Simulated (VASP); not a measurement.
Calculation: PBE GGA with D4 dispersion, VASP's PBE PAW potentials (set 64) (plane waves; VASP 6.6.1).

VASP input:

### INCAR
```
ALGO = Normal
EDIFF = 1E-7
ENCUT = 520
GGA = PE
ISIF = 2
ISMEAR = 1
IVDW = 13
LASPH = .TRUE.
LCHARG = .FALSE.
LMAXMIX = 6
LREAL = .FALSE.
LWAVE = .FALSE.
NELM = 100
PREC = Accurate
SIGMA = 0.1
SYSTEM = HfN
```

**KPOINTS**
```
K-points
0
Gamma
 14 14 14
0 0 0
```

POSCAR:
```
HfN
4.4627310
  0.0000000000   0.5000000089   0.5000000089
  0.5000000089   0.0000000000   0.5000000089
  0.5000000089   0.5000000089   0.0000000000
Hf N
1 1
Cartesian
  0.0000000000   0.0000000000   0.0000000000
  0.5000000089   0.5000000089   0.5000000089
```

POTCAR, in this order: Hf_pv N (PBE.64 set). Program: vasp_std.

Unless said otherwise, spin-orbit coupling is left out, though it shifts the bands of the heavy elements here.

Problem. What does the run give for the energy per atom (σ→0), dispersion energy, pressure, band gap (on the k-mesh)?

Solution. 
```
Item                                                         Value
------------------------  ----------------------------------------
energy per atom (σ→0)                              -11.148 eV/atom
dispersion energy                                        -0.590 eV
band gap (on the k-mesh)  none (metal, semimetal or under 0.01 eV)
pressure                                                  9.10 GPa
```

File OSZICAR:
```
...
DAV:   8    -0.217152887774E+02    0.10436E-01   -0.10589E-01  2685   0.305E+00    0.595E+00
DAV:   9    -0.217065244709E+02    0.87643E-02   -0.51634E-02  2691   0.158E+00    0.160E+00
DAV:  10    -0.217061148753E+02    0.40960E-03   -0.21087E-03  2692   0.420E-01    0.316E-01
DAV:  11    -0.217061212664E+02   -0.63911E-05   -0.19454E-04  2849   0.128E-01    0.668E-02
DAV:  12    -0.217061174572E+02    0.38092E-05   -0.13354E-05  2708   0.351E-02    0.319E-02
DAV:  13    -0.217061172079E+02    0.24934E-06   -0.54820E-07  2728   0.805E-03    0.143E-03
DAV:  14    -0.217061172218E+02   -0.13965E-07   -0.61884E-09  1441   0.760E-04
   1 F= -.22296535E+02 E0= -.22296388E+02  d E =-.441506E-03
```

The compound is HfN in the rock salt structure. This cell is one point of a volume scan, at 0.97 of the reference volume. The electron count is odd and the run is not spin-polarised, which forces a metal.
